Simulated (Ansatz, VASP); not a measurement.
## One calculation of BiIr, two programs

INCAR

```
SYSTEM = BiIr
  PREC = Accurate
  ENCUT = 520
  EDIFF = 1E-6
  ISMEAR = 0
  SIGMA = 0.05
  LREAL = .False.
  LASPH = .True.
  NELM = 100
  ALGO = Normal
  ISIF = 2
  LWAVE = .False.
  LCHARG = .True.
  GGA = PS
  LELF = .True.
  LVHAR = .True.
  NBANDS = 19
```

Contents of KPOINTS:

```
regular mesh
0
Gamma
  10 10 10
  0 0 0
```

Contents of POSCAR:

```
BiIr
1.0
    0.0000000000      2.8128721990      2.8128721990
    2.8128721990      0.0000000000      2.8128721990
    2.8128721990      2.8128721990      0.0000000000
Ir Bi
1 1
Direct
    0.5000000000      0.5000000000      0.5000000000
    0.0000000000      0.0000000000      0.0000000000
```

Input for Ansatz:

```yaml
crystal:
  lattice:
    - [0.0, 2.812872199, 2.812872199]
    - [2.812872199, 0.0, 2.812872199]
    - [2.812872199, 2.812872199, 0.0]
  atoms:
    - { symbol: Ir, position: [0.5, 0.5, 0.5] }
    - { symbol: Bi, position: [0.0, 0.0, 0.0] }
basis:
  ecutwfc: 420
  ecutrho_ratio: 4
kpoints:
  mp_grid: { grid: [10, 10, 10] }
hamiltonian:
  xc: pbesol
scf:
  occupations: { method: gaussian, width: 0.05 }
output:
  forces: true
  stress: true
  eigenvalues: true
  populations: true
```

Alike in both runs: task single point; functional PBEsol; k mesh 10 × 10 × 10; occupations gaussian, width 0.05 eV; no spin polarisation.

|  | VASP | Ansatz |
| --- | --- | --- |
| version | VASP 6.6.1 | Ansatz 0.2.0 |
| potentials or method | VASP PAW PBE potentials, release 64 (Ir, Bi_d) | scalar-relativistic, plane waves, PAW |
| plane-wave cutoff (eV) | 520 | 420 |
| valence electrons in the cell | 24 | 32 |

VASP gave:

- gap on the k mesh at the Fermi level (eV): none
- pressure (GPa): -5.3

Problem. Estimate Ansatz's values.

Solution. gap on the k mesh at the Fermi level (eV): none; pressure (GPa): -5.4.

A gap of «none» marks a metal or a gap that the smearing closes. The two sets of potentials don't hold the same shells in valence.

Caveats: the PAW data sets were made with another functional, which shifts forces and pressure a little (VASP); spin-orbit coupling is left out, which moves the levels of the heavy elements.
